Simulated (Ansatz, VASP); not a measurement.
**Zn3As: VASP beside Ansatz**

```xyz
4
Lattice="4.0655 0.0000 0.0000 0.0000 4.0655 0.0000 0.0000 0.0000 4.0479" Properties=species:S:1:pos:R:3 pbc="T T T"
Zn    0.0000    2.0328    2.0239
Zn    2.0328    0.0000    2.0239
Zn    2.0328    2.0328    0.0000
As    0.0000    0.0000    0.0000
```

Alike in both runs: functional PBE; k mesh 4 × 4 × 4; occupations gaussian, width 0.1 eV; no spin polarisation.

Ansatz relaxed the structure, and its values are those at the end. VASP's run is a single point on that final structure, the one shown.

|  | VASP | Ansatz |
| --- | --- | --- |
| version | VASP 6.6.1 | Ansatz 0.2.0 |
| potentials or method | VASP PAW PBE potentials, release 64 (Zn, As) | scalar-relativistic, plane waves, PAW |
| plane-wave cutoff (eV) | 520 | 420 |
| valence electrons in the cell | 41 | 51 |

|  | VASP | Ansatz | Ansatz less VASP |
| --- | --- | --- | --- |
| gap on the k mesh at the Fermi level (eV) | none | none | - |
| pressure (GPa) | 0.3 | 0.1 | -0.22 |

A gap of «none» marks a metal or a gap that the smearing closes. With one functional, cell and mesh, what is left measures potentials, basis and numerics. The two sets of potentials don't hold the same shells in valence.

Caveats: the k mesh is coarse (spacing up to 0.39 Å⁻¹), so the values aren't converged.
